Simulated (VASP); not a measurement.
```
CELL_PARAMETERS angstrom
      4.18850     0.00000     0.00000
     -2.09425     3.62735     0.00000
      0.00000     0.00000    30.73631
ATOMIC_POSITIONS crystal
  Bi 0.33333 0.66667 0.26567
  Bi 0.33333 0.66667 0.06767
  Bi 0.00000 0.00000 0.59900
  Bi 0.00000 0.00000 0.40100
  Bi 0.66667 0.33333 0.93233
  Bi 0.66667 0.33333 0.73433
  Se 0.00000 0.00000 0.00000
  Se 0.66667 0.33333 0.12133
  Se 0.00000 0.00000 0.21200
  Se 0.66667 0.33333 0.33333
  Se 0.33333 0.66667 0.45467
  Se 0.66667 0.33333 0.54533
  Se 0.33333 0.66667 0.66667
  Se 0.00000 0.00000 0.78800
  Se 0.33333 0.66667 0.87867
```

Level of theory: PBE GGA, VASP's PBE PAW potentials (set 64) (plane waves; VASP). Numerical set-up: PREC = Normal, EDIFF = 1E-5, 400 eV cut-off, 8×8×1 Γ-centred mesh, Gaussian smearing of 0.050 eV, potentials Bi_d Se.

Without a dispersion term in the relaxation, distances and binding between the weakly bound layers, chains or molecules are unreliable, and so is what depends on them.

Question: The ions are relaxed. Which structure does the run end with?

Answer: 
```
CELL_PARAMETERS angstrom
      4.18850     0.00000     0.00000
     -2.09425     3.62735     0.00000
      0.00000     0.00000    30.73631
ATOMIC_POSITIONS crystal
  Bi 0.33333 0.66667 0.26998
  Bi 0.33333 0.66667 0.06336
  Bi 0.00000 0.00000 0.60331
  Bi 0.00000 0.00000 0.39669
  Bi 0.66667 0.33333 0.93664
  Bi 0.66667 0.33333 0.73002
  Se 0.00000 0.00000 0.00000
  Se 0.66667 0.33333 0.11421
  Se 0.00000 0.00000 0.21913
  Se 0.66667 0.33333 0.33333
  Se 0.33333 0.66667 0.44754
  Se 0.66667 0.33333 0.55246
  Se 0.33333 0.66667 0.66667
  Se 0.00000 0.00000 0.78087
  Se 0.33333 0.66667 0.88579
```
Space group R-3m (166), at a tolerance of 0.03 Å.

Question: How much energy does the relaxation gain?

Answer: The energy (σ→0) changes by -25.7 meV/atom, in 9 ionic steps.

The compound is Bi2Se3 in the tetradymite structure. This run relaxes the ions in a fixed cell. Symmetry was kept, so distortions that lower it aren't found.
